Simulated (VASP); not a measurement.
Data:

```xyz
2
Lattice="1.7943 -3.1079 0.0000 1.7943 3.1079 0.0000 0.0000 0.0000 5.6453" Properties=species:S:1:pos:R:3 pbc="T T T"
Gd     1.7943     1.0360     1.4113
Gd     1.7943    -1.0360     4.2340
```

Level of theory: optB86b-vdW, VASP's PBE PAW potentials (set 64) (plane waves; VASP 6.6.1). Settings: 520 eV cut-off, 13×13×7 Γ-centred mesh, tetrahedra with Blöchl corrections, potentials Gd_3.

The 4f electrons are frozen in the core of the lanthanide potential, so 4f levels, which can set the real gap, and their magnetism are missing.

Predict the energy per atom (σ→0), band gap (on the k-mesh) with the smallest direct gap where there is one.

```
Property                                                     Value
------------------------  ----------------------------------------
band gap (on the k-mesh)  none (metal, semimetal or under 0.01 eV)
energy per atom (σ→0)                               -2.129 eV/atom
```

The compound is Gd in the hcp structure. It was relaxed first.
